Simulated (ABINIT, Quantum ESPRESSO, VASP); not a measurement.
One structure in several programs: PdP2 (P1, 6 atoms in the cell)

Self-consistent single point, at a second geometry (lattice scaled by 0.98). First geometry:

```yaml
crystal:
  lattice:
    - [3.44501, -2.92873, 0.00000]
    - [3.44501, 2.92873, 0.00000]
    - [-3.09077, 0.00000, 5.00352]
  atoms:
    - { symbol: P, position: [0.07432, 0.30977, 0.35452] }
    - { symbol: P, position: [0.93289, 0.69418, 0.66449] }
    - { symbol: P, position: [0.67808, 0.96190, 0.17442] }
    - { symbol: P, position: [0.29309, 0.04590, 0.83828] }
    - { symbol: Pd, position: [0.50733, 0.98854, 0.48302] }
    - { symbol: Pd, position: [0.01429, 0.49971, 0.98527] }
```

Shared settings, as Quantum ESPRESSO writes them: occupations = smearing; smearing = fd; degauss = 0.000734986 Ry; K_POINTS = automatic 4 4 4 0 0 0. Potentials and cutoffs stand in the table.

| code | model | ΔF from the first geometry (meV/atom) | pressure (GPa) | largest force (eV/Å) | gap on the mesh (eV) | cutoff |
|---|---|---|---|---|---|---|
| VASP | PBEsol, VASP's PBE PAW potentials (set 64) | 34.4 | 10.26 | 2.966 | 0.521 | 300 eV |
| Quantum ESPRESSO | PBEsol, GBRV 1.5 ultrasoft (PBESOL) pseudopotentials | 35.8 | 10.91 | 2.961 | 0.507 | 40 Ry |
| ABINIT | PBEsol, PAW (JTH v2.0 PBE PAW, files made for PBE) | 35.7 | 10.78 | 2.988 | 0.499 | 24 Ha |

Size of the force on each atom (eV/Å): Sizes of forces hide their directions.

```json
[
 {"code": "VASP", "P1": "2.323", "P2": "1.425", "P3": "2.570", "P4": "2.966", "Pd5": "2.893", "Pd6": "2.739"},
 {"code": "Quantum ESPRESSO", "P1": "2.323", "P2": "1.425", "P3": "2.578", "P4": "2.961", "Pd5": "2.908", "Pd6": "2.761"},
 {"code": "ABINIT", "P1": "2.328", "P2": "1.446", "P3": "2.572", "P4": "2.988", "Pd5": "2.894", "Pd6": "2.738"}
]
```

Gaps are read on the mesh.

The spread over the programs that give each value: ΔF from the first geometry within 1.4 meV/atom; pressure within 0.65 GPa; largest force within 0.027 eV/Å; gap on the mesh within 0.022 eV.

VASP's run is marked for a possible Pulay error in its stress at this cutoff; no cutoff test was made.

The starting cell comes from a database of computed structures (which also holds hypothetical and non-ambient phases and stackings), without a prior relaxation at this level. Its atoms were displaced at random from the sites of space group no. 15. For this run, on top of that: lattice scaled by 0.98.

Left out of this page: Ansatz, GPAW, CP2K, FLEUR and SIESTA (not drawn, or without a comparable value).
